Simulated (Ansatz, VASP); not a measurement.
## Mg (Magnesium) in two plane-wave programs

One calculation is typed for both programs; each brings its own data sets and cutoff. How far apart do they land?

Method: plane waves, with VASP 6.6.1 beside it; single point at PBE, in Ansatz 0.2.0.

### 1. The starting structure

It takes space group P6_3/mmc (No. 194, hexagonal). The conventional cell has a = 3.209 Å, b = 3.209 Å, c = 5.210 Å, α = 90.00°, β = 90.00°, γ = 120.00°. Nearest to Mg lie 12 Mg at 3.20 to 3.21 Å.

### 2. VASP: single point, PBE

With cell and atoms fixed, the geometry can't cause a difference; cores, projectors, grids and the points listed under the comparison can.

Lines of VASP's logs that name or quote its potential files are left out, and so is its time.

INCAR

```
SYSTEM = Mg
PREC = Accurate
ENCUT = 400
EDIFF = 1E-06
NELM = 100
ISMEAR = -1
SIGMA = 0.05
LREAL = .FALSE.
ALGO = Normal
GGA = PE
NBANDS = 8
LORBIT = 11
LWAVE = .FALSE.
LCHARG = .FALSE.
KPAR = 2
ISIF = 2
```

POSCAR

```
Mg
1.0
    3.2093000000      0.0000000000      0.0000000000
   -1.6046500000      2.7793353284      0.0000000000
    0.0000000000      0.0000000000      5.2103000000
Mg
2
Direct
    0.3333333333      0.6666666667      0.2500000000
    0.6666666667      0.3333333333      0.7500000000
```

KPOINTS

```
Automatic mesh
0
Gamma
8 8 5
0 0 0
```

PAW data sets: Mg (PBE family, release 64).

On the command line:

```sh
$ mpirun -np 2 vasp_std
```

Numbers of over 12 decimals in the logs are rounded to 6 here.

Output:

```text
[banner, memory and clock lines left out]
running    2 mpi-ranks, on    1 nodes
 distrk:  each k-point on    1 cores,    2 groups
 distr:  one band on    1 cores,    1 groups

 POSCAR found type information on POSCAR Mg
 POSCAR found :  1 types and       2 ions
 LDA part: xc-table for (Slater+PW92), standard interpolation
 POSCAR, INCAR and KPOINTS ok, starting setup
 FFT: planning ... GRIDC
 FFT: planning ... GRID_SOFT
 FFT: planning ... GRID
 WAVECAR not read
 entering main loop
       N       E                     dE             d eps       ncg     rms          rms(c)
DAV:   1    -0.135627826356E+01   -0.13563E+01   -0.11577E+03   480   0.288E+02
DAV:   2    -0.304466097877E+01   -0.16884E+01   -0.16255E+01   624   0.175E+01
DAV:   3    -0.305398459231E+01   -0.93236E-02   -0.93231E-02   760   0.173E+00
DAV:   4    -0.305400210819E+01   -0.17516E-04   -0.17516E-04   624   0.505E-02
DAV:   5    -0.305400225076E+01   -0.14257E-06   -0.14237E-06   680   0.345E-03    0.955E-01
DAV:   6    -0.304817307764E+01    0.58292E-02   -0.62667E-04   560   0.206E-01    0.612E-01
DAV:   7    -0.304083700328E+01    0.73361E-02   -0.24483E-03   496   0.360E-01    0.339E-02
DAV:   8    -0.304085026478E+01   -0.13262E-04   -0.15208E-05   760   0.249E-02    0.763E-03
DAV:   9    -0.304084895896E+01    0.13058E-05   -0.12586E-06   536   0.583E-03    0.617E-04
DAV:  10    -0.304084871102E+01    0.24795E-06   -0.45177E-09   296   0.458E-04
   1 F= -.30408487E+01 E0= -.30383658E+01  d E =-.496580E-02
```

OUTCAR, selected parts (step 2):

```text
ion  position               nearest neighbor table
   1  0.333  0.667  0.250-   2 3.20   2 3.20   2 3.20   2 3.20   2 3.20   2 3.20
   2  0.667  0.333  0.750-   1 3.20   1 3.20   1 3.20   1 3.20   1 3.20   1 3.20

  LATTYP: Found a hexagonal cell.
 ALAT       =     3.2093000000
 C/A-ratio  =     1.6235004518

 Subroutine GETGRP returns: Found 24 space group operations
 (whereof 12 operations were pure point group operations)

The static configuration has the point symmetry D_3d.
 The point group associated with its full space group is D_6h.

 Found     30 irreducible k-points:

   k-points           NKPTS =     30   k-points in BZ     NKDIM =     30   number of bands    NBANDS=      8

   dimension x,y,z NGX =    24 NGY =   24 NGZ =   36
   dimension x,y,z NGXF=    48 NGYF=   48 NGZF=   72

   ENCUT  =  400.0 eV  29.40 Ry    5.42 a.u.   5.23  5.23  8.50*2*pi/ulx,y,z

   NELECT =       4.0000    total number of electrons

 k-points in reciprocal lattice and weights: Automatic mesh
   0.00000000  0.00000000  0.00000000       0.003
   0.12500000  0.00000000  0.00000000       0.019
   0.25000000  0.00000000  0.00000000       0.019
   0.37500000  0.00000000  0.00000000       0.019
   0.50000000  0.00000000  0.00000000       0.009
   0.12500000  0.12500000  0.00000000       0.019
   0.25000000  0.12500000  0.00000000       0.038
   0.37500000  0.12500000  0.00000000       0.038
   0.25000000  0.25000000  0.00000000       0.019
[...]
0.25000000  0.25000000  0.40000000       0.038
   0.37500000  0.25000000  0.40000000       0.038

 average (electrostatic) potential at core
       1 -39.3033       2 -39.3033

 E-fermi :   2.5734

 k-point     1 :       0.0000    0.0000    0.0000
  band No.  band energies     occupation
      1      -4.3085      2.00000
      2       0.9058      2.00000
      3       1.3309      2.00000
      4      13.4406      0.00000
      5      13.4406      0.00000
      6      13.5290      0.00000
      7      13.5290      0.00000
      8      14.3314      0.00000

 k-point     2 :       0.1250    0.0000    0.0000
  band No.  band energies     occupation
      1      -4.0037      2.00000
      2       1.1850      2.00000
      3       1.6267      2.00000
      4       9.9002      0.00000
      5      11.6903      0.00000
      6      12.4518      0.00000
      7      14.5920      0.00000
      8      14.9746      0.00000

 k-point     3 :       0.2500    0.0000    0.0000
  band No.  band energies     occupation
      1      -3.0951      2.00000
      2       2.0235      1.99997
      3       2.4813      1.72640
      4       6.3435      0.00000
      5      10.4083      0.00000
      6      10.5420      0.00000
      7      11.0276      0.00000
      8      12.6485      0.00000

  Total       -0.1837961     -0.1837961     -0.0911507      0.0000000     -0.0000000      0.0000000
  in kB       -6.3362570     -6.3362570     -3.1423657      0.0000000     -0.0000000      0.0000000
  external PRESSURE =      -5.2716266 kB  Pullay stress =       0.0000000 kB

  energy-cutoff  :      400.00
  volume of cell :       46.47
      direct lattice vectors                 reciprocal lattice vectors
     3.209300000  0.000000000  0.000000000     0.311594429  0.179899127  0.000000000
    -1.604650000  2.779335328  0.000000000     0.000000000  0.359798255  0.000000000
     0.000000000  0.000000000  5.210300000     0.000000000  0.000000000  0.191927528

 POSITION                                       TOTAL-FORCE (eV/Angst)
 -----------------------------------------------------------------------------------
     -0.00000      1.85289      1.30258         0.000000      0.000000      0.000000
      1.60465      0.92645      3.90773        -0.000000      0.000000      0.000000
 -----------------------------------------------------------------------------------
    total drift:                                0.000000     -0.000000      0.000000

  FREE ENERGIE OF THE ION-ELECTRON SYSTEM (eV)
  ---------------------------------------------------
  free  energy   TOTEN  =        -3.0408487110 eV

  energy  without entropy=       -3.0358829067  energy(sigma->0) =       -3.03836581

 total charge
# of ion       s       p       d       tot
------------------------------------------
    1        0.210   0.123   0.011   0.344
    2        0.210   0.123   0.011   0.344
--------------------------------------------------
tot          0.419   0.247   0.022   0.688

[... 3 further parts left out ...]
```

The run ends at a pressure of -0.53 GPa.

### 3. Ansatz: single point, PBE

Ansatz runs on its default PAW (the set named soft_2) files.

The same cell, functional, mesh and smearing now go to Ansatz, which takes its cutoff from its data sets.

input.yaml

```yaml
crystal:
  lattice:
    - [3.2093, 0.0, 0.0]
    - [-1.60465, 2.7793353284, 0.0]
    - [0.0, 0.0, 5.2103]
  atoms:
    - { symbol: Mg, position: [0.3333333333, 0.6666666667, 0.25] }
    - { symbol: Mg, position: [0.6666666667, 0.3333333333, 0.75] }
hamiltonian:
  xc: pbe
  pseudopotentials: { kind: paw }
kpoints:
  mp_grid: { grid: [8, 8, 5] }
scf:
  occupations: { method: fermi_dirac, width: 0.05 }
  n_extra_bands: 4
output:
  forces: true
  stress: true
  eigenvalues: true
  write_density: true
  write_potential: true
  elf: true
  volumetric_format: npy
```

On the command line:

```sh
$ ansatz run input.yaml --threads 2 --pin off --max-ram 4608MiB --backend cpu --events-out ev --progress --plain --runs-dir out
```

Output:

```text
scf.n_extra_bands = 4 over 10 filled bands (N_el = 20.0): the run solves 14 bands
Engine: ansatz 0.2.0, aarch64-unknown-linux-gnu
Pseudopotentials: kind: paw
Pseudopotential: Mg, paw, valence charge 10, recommended cutoff 420 eV (normal), Mg.paw.azcp
Functional definition: PBE
  parameter kappa = 0.804
  parameter beta = 0.066725
  exchange = pbe_x(kappa = kappa, mu = beta*pi^2/3)
  correlation = pbe_c(beta = beta)
Crystal: 2 atoms, lattice volume = 46.474 Å³
Basis set: ecut = 420 eV, 941 PW (Γ), exchange–correlation on 48×48×72 points (8 copies of the dense FFT grid, shifted against one another)
Bands: 14, of which v1, the nominal top of the filled ones, is band 10 counted from 1 (9 counted from 0)
Symmetry: 24 space group operations
Space group: P63/mmc (ITA 194), of the structure as read, at distance tolerance 3.6e-5 Å
k-points: 30 of 320
Non-local potential: Mg, projectors of the file, l = 0: 3, l = 1: 2, l = 2: 1
PAW form: soft (Blöchl's): semilocal exchange-correlation on the pseudo side does not see the compensation charge
PAW one-centre angular grid: Mg, 110 points (default); XC on 64 Gauss nodes
Initial density: superposition of atomic densities (neutral atoms: chi_scale 0, normalization atom), corrected by the library's trained network
Initial wavefunctions: pseudopotential atomic-orbital guess
Functional: x = pbe(κ = 0.804, μ = 0.219515), c = pbe(β = 0.066725)
SCF iter   1: F=—  HF=-3847.634112 eV  |F-HF|=—  |Δ(HF+E_count)|=         —  Δρ=1.26e-3  dr2=9.95e-4  ethr=1.77e-3  ⟨swp⟩=5.6  Hψ=2191  notcnv=0
preconditioner: auto → none  [insulator: Δε(μ)=0.289 eV  Ē_g=6.878 eV  σ=0.050 eV  W_gap=0.58  n_scr=8 (ndim 8)  ℏωp=10.9 eV  f_vac=0.000  D(μ)=0.62/eV (n_scr^D=2)  ε∞_Penn≈3.5]
SCF iter   2: F=—  HF=-3847.633651 eV  |F-HF|=—  |Δ(HF+E_count)|=   4.61e-4  Δρ=5.84e-4  dr2=1.96e-4  ethr=4.97e-6  ⟨swp⟩=2.8  Hψ=885  notcnv=0
SCF iter   3: F=—  HF=-3847.633642 eV  |F-HF|=—  |Δ(HF+E_count)|=   9.29e-6  Δρ=1.35e-4  dr2=3.94e-6  ethr=9.81e-7  ⟨swp⟩=2.0  Hψ=612  notcnv=0
SCF iter   4: F=—  HF=-3847.633660 eV  |F-HF|=—  |Δ(HF+E_count)|=   1.82e-5  Δρ=3.57e-5  dr2=2.24e-7  ethr=1.97e-8  ⟨swp⟩=2.0  Hψ=696  notcnv=0
iter 5 did not close the SCF: its close was put off for the readings that it lacked (scf_convergence_deferred on its scf_iter line)
SCF iter   5: F=-3847.633660 eV  HF=-3847.633660 eV  |F-HF|=1.32e-9  |Δ(HF+E_count)|=   1.88e-7  Δρ=2.23e-6  dr2=1.25e-9  ethr=1.12e-9  ⟨swp⟩=2.0  Hψ=703  notcnv=0
SCF iter   6: F=-3847.633660 eV  HF=-3847.633660 eV  |F-HF|=3.09e-10  |Δ(HF+E_count)|=   1.55e-9  Δρ=9.59e-7  dr2=1.72e-10  ethr=6.24e-12  ⟨swp⟩=4.2  Hψ=1945  notcnv=0
SCF 1 converged in 6 iterations: F = -3847.633660 eV  dr2 = 1.72e-10
  greatest PAW one-centre occupation: 1.000 electrons in one spin orbital (limit 2), on the Mg atom at site 1 (counted from 0), in its partial waves of l = 0
SCF converged after 6 iterations
Free energy (F): -3847.633660 eV
Harris-Foulkes:  -3847.633660 eV  (|F-HF|=3.09e-10)
Internal energy: -3847.628704 eV  (E = F + TS)
E sigma→0 (E₀):  -3847.631182 eV
Entropy (-TS):   -0.004956 eV (-2.478 meV/atom)
Fermi energy:    5.556124 eV
--- Per-component energies (eV) ---
  E_band       = -717.066352
  E_kinetic    = 149.473247
  E_local      = -3250.472429  (includes V_loc(G=0)·N_el)
  E_nonlocal   = 191.408638
  E_hartree    = 1161.201039
  E_xc         = -56.726080
  E_vxc        = -73.173469  (∫ρ·V_xc dr)
  E_paw        = -585.121289  (= ΣΔE_a)
  E_vpaw       = -56.705065  (= ΣTr[D̂ρ^β])
  E_aug_tail   = -0.000008  (compensation charges beyond the density's cutoff)
  E_ewald      = -1457.391822
  E_smearing   = -0.004956  (= −TS)
  E_closure    = -0.000000  (closes the sum)
  Σ components = -3847.633660   (vs F -3847.633660, Δ=0.00e0)
--- Forces (eV/Å), atoms counted from 1 ---
  atom   1  Mg    -0.00000000     0.00000000     0.00000000
  atom   2  Mg    -0.00000000    -0.00000000     0.00000000
  max |Σ_I F_I| component: 9.25e-18 eV/Å
--- Stress (GPa, compression-positive) ---
       -0.511003       0.000000       0.000000
       -0.000000      -0.511003       0.000000
        0.000000       0.000000      -0.193537
  P = ⅓ Tr σ = -0.4052 GPa (-4.052 kbar)
--- Band table (eV; the first three rows and the last of 30) ---
  k-point 0: bands = [... 6 lower, -37.1974, -37.1974, -1.3272, 3.8930, 4.3124, 16.4113, 16.4113, 16.5082]
  k-point 1: bands = [... 6 lower, -37.1979, -37.1979, -1.1042, 2.1717, 6.4185, 15.2857, 16.5854, 16.5854]
  k-point 2: bands = [... 6 lower, -37.1991, -37.1991, -0.4389, 0.6587, 9.0840, 12.0850, 17.0245, 17.0245]
  k-point 29: bands = [... 6 lower, -37.2073, -37.2064, 5.0561, 5.0617, 6.1876, 6.2941, 7.7238, 8.6272]
```

It took 1.4 s on 2 threads of Arm Neoverse N1, shared host; peak memory 0.27 GiB; 2.2 s of CPU time.

The column dr2 measures how far the density is from self-consistency, as an energy; F and HF (Harris–Foulkes) agree once it is small.

The run ends at a pressure of -0.41 GPa.

### 4. Comparison

Known differences besides the potentials themselves: the data sets hold 20 valence electrons in Ansatz (default PAW (the set named soft_2) files) and 4 in VASP; the cutoff is 420 eV in Ansatz and 400 eV in VASP; VASP leaves aspherical gradient terms in its spheres out (LASPH is not set), Ansatz keeps them. Total energies have different zeros and are not compared.

Both answers:

```
      quantity  Ansatz   VASP  difference
pressure (GPa)   -0.41  -0.53       +0.12
```

### 5. Results

```
difference in pressure (single point, PBE) : 0.12 GPa
```

What this shows: The difference in pressure is 0.12 GPa (single point, PBE), within the 1 GPa picked in this series as the mark of a large difference. How closely two codes agree says nothing of how well the functional describes the real material.

[Lines on the potential files, build, host, timing and source positions are cut from VASP's logs without a mark.]

[Logs are printed without paths, hosts, clocks, repeated set-up lines and the standing remarks that a program may print on its own settings, such as how far it seeks lower states.]

[Hosts, paths, dates, database ids (printed as entryN), source tags and the programs' standing remarks are cut or masked in the printed files.]
